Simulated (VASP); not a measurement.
## Bulk modulus of diamond and zinc-blende semiconductors: r2SCAN against PBE

VASP (plane waves, PAW); cells keep the symmetry of their structure type. Static lattice, from a third-order Birch-Murnaghan fit over five volumes at each level.

Here x stands for PBE B0 and y for r2SCAN B0.

| solid | PBE B0 (GPa) | r2SCAN B0 (GPa) | cut-off (eV) |
|---|---|---|---|
| InAs | 48.5 | ? | 520 |
| CdS | 53.3 | 60.5 | 520 |
| Si | 89.0 | 97.5 | 520 |
| BAs | 131.9 | 142.1 | 520 |
| GaN | 169.8 | 194.6 | 520 |
| C | 433.7 | 450.0 | 520 |

Problem. Fit y against x with a straight line, and predict the withheld value at x = 48.5.

Solution. With u = x - 176, the rows have u = -122.70, -87.00, -44.10, -6.20, 257.70. Means: u -0.46000, y 188.94. About the means, the sum of products is 93021 and the sum of squares of u is 91016; the slope is their ratio. Least squares gives y = 189.41 + 1.02203·u. Residuals (row less fit): -3.51, -2.99, -2.24, 11.53, -2.79; standard error 7.46 (degrees of freedom: 3). The slope is 1.02 with a standard error of 0.025. At the withheld row, u = -127.50, so y = 189.41 + 1.02203 × (-127.50) = 59.10 GPa. The calculation gives 56.9 GPa, 2.20 GPa below the prediction (0.6 % of the range of y in the table). The row lies outside the fitted rows, so this is an extrapolation. From the scatter of the fitted rows alone, a prediction at this place has a standard error of 8.75 GPa, so the miss is 0.3 times that.

CdS is here a metastable form; wurtzite is the usual one. GaN is here a metastable form; wurtzite is the usual one. The rows are a random draw from the solids of this series computed here; series whose standard error about the line passes 12 to 30 % of the range of y, or with no trend, aren't shown in this form.
